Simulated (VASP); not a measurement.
Given:

```
Ir
1.0
    0.00000     1.92616     1.92616
    1.92616     0.00000     1.92616
    1.92616     1.92616     0.00000
Ir
1
Direct
  0.00000   0.00000   0.00000
```

All values below come from r2SCAN meta-GGA, VASP's PBE PAW potentials (set 64) (plane waves; VASP). Numerical set-up: 480 eV cut-off, 16×16×16 Γ-centred mesh, first-order Methfessel-Paxton smearing of 0.10 eV, potentials Ir.

Energy and stress use the plane-wave basis of the starting cell.

Q: The ions, cell shape and volume at an external pressure of 10.0 GPa are relaxed. Which structure does the run end with?

A: 
```
Ir
1.0
    0.00000     1.91084     1.91084
    1.91084     0.00000     1.91084
    1.91084     1.91084     0.00000
Ir
1
Direct
  0.00000   0.00000   0.00000
```
Space group Fm-3m (225), at a tolerance of 0.03 Å.

Q: How do energy and volume change from the first to the last step?

A: The energy (σ→0) changes by +10.5 meV/atom and the volume by -2.4 %, in 4 ionic steps.

```
step  E(σ→0) (eV)  max force (eV/Å)  pressure (GPa)  volume (Å³)
----  -----------  ----------------  --------------  -----------
1        -52.3571             0.000            0.27        14.29
2        -52.0364             0.000           67.65        12.57
3        -52.3474             0.000            9.52        13.97
4        -52.3467             0.000            9.93        13.95
```

The compound is Ir in the fcc structure. This run relaxes it under an external pressure of 10 GPa. Symmetry was kept, so distortions that lower it aren't found.
